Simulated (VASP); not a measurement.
Here is a VASP 6.6.1 calculation.

Contents of INCAR:

```
  PREC = Accurate
  ENCUT = 600
  EDIFF = 1E-6
  ISMEAR = 1
  SIGMA = 0.1
  LREAL = F
  LASPH = T
  NELM = 80
  ALGO = Normal
  ISIF = 3
  LWAVE = F
  LCHARG = F
  METAGGA = R2SCAN
  LMIXTAU = T
  IBRION = 2
  NSW = 90
  EDIFFG = -0.01
```

KPOINTS

```
regular mesh
0
Gamma
  16 16 16
```

POSCAR

```
Sn
1.0
   -2.9196440750      2.9196440750      1.5938000000
    2.9196440750     -2.9196440750      1.5938000000
    2.9196440750      2.9196440750     -1.5938000000
Sn
2
Direct
    0.0000000000      0.0000000000      0.0000000000
    0.7500000000      0.2500000000      0.5000000000
```

Potentials or basis: VASP PAW PBE potentials, release 64 (Sn_d).

The run is started by

```bash
$ cat potpaw_PBE.64/Sn_d/POTCAR > POTCAR
$ mpirun -np 1 vasp_std > vasp.out
```

Task: Predict the relaxed volume.

Result: 27.58 Å³/atom.

Task: What does it give for the space group after relaxing (to 0.05 Å)?

Result: I4_1/amd (No. 141).

Step by step:
| step | energy change (eV) | largest force (eV/Å) | pressure (GPa) | volume (Å³) |
| --- | --- | --- | --- | --- |
| 1 | 0.0000 | 0.0000 | 0.85 | 54.34 |
| 2 | -0.0024 | 0.0000 | -0.30 | 55.49 |
| 3 | -0.0026 | 0.0000 | -0.05 | 55.23 |
| 4 | -0.0028 | 0.0000 | -0.02 | 55.19 |
| 5 | -0.0028 | 0.0000 | 0.01 | 55.16 |

Caveat: the PAW data sets were made with another functional, which shifts forces and pressure a little. Zero-point motion and thermal expansion aren't in these numbers.
